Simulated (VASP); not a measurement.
Data:

```xyz
6
Lattice="3.0099 0.0000 0.0000 -1.5049 2.6066 0.0000 0.0000 0.0000 7.3450" Properties=species:S:1:pos:R:3 pbc="T T T"
Mg     0.0000     0.0000     0.0000
Zn     0.0000     1.7377     4.9102
Zn     1.5049     0.8689     2.4348
O      0.0000     1.7377     1.1831
O      1.5049     0.8689     6.1619
O      0.0000     0.0000     3.6725
```

Level of theory: PBEsol GGA, VASP's PBE PAW potentials (set 64) (plane waves; VASP). Settings: 520 eV cut-off, 9×9×4 Γ-centred mesh, tetrahedra with Blöchl corrections, potentials Mg Zn O.

### Question
Tabulate the total density of states (states/eV per cell) against energy (eV; zero at the valence-band maximum or, without a gap, the Fermi level).

### Answer

(E (eV), DOS (states/eV)): (-9.95, 0.00); (-9.59, 0.00); (-9.11, 0.00); (-8.75, 0.00); (-8.39, 0.00); (-8.03, 0.00); (-7.55, 0.00); (-7.19, 0.00); (-6.83, 0.24); (-6.47, 2.05); (-5.99, 1.43); (-5.63, 2.74); (-5.27, 13.3); (-4.91, 9.22); (-4.43, 8.04); (-4.07, 2.74); (-3.71, 9.58); (-3.35, 6.60); (-2.87, 3.51); (-2.51, 3.99); (-2.15, 3.69); (-1.79, 3.94); (-1.31, 4.85); (-0.95, 3.76); (-0.59, 3.96); (-0.23, 6.44); (0.25, 0.00); (0.61, 0.00); (0.97, 0.00); (1.33, 0.00); (1.81, 0.00); (2.17, 0.01); (2.53, 0.05); (2.89, 0.10); (3.37, 0.18); (3.73, 0.21); (4.09, 0.25); (4.45, 0.32); (4.93, 0.49); (5.29, 0.77)
Within 2 eV below the valence-band maximum the largest weight inside VASP's projection spheres is O p, then Zn d.

The structure comes from a computed database's MgZn2O3 entry (P-3m1); how it stands against other phases isn't given here. It was relaxed first.
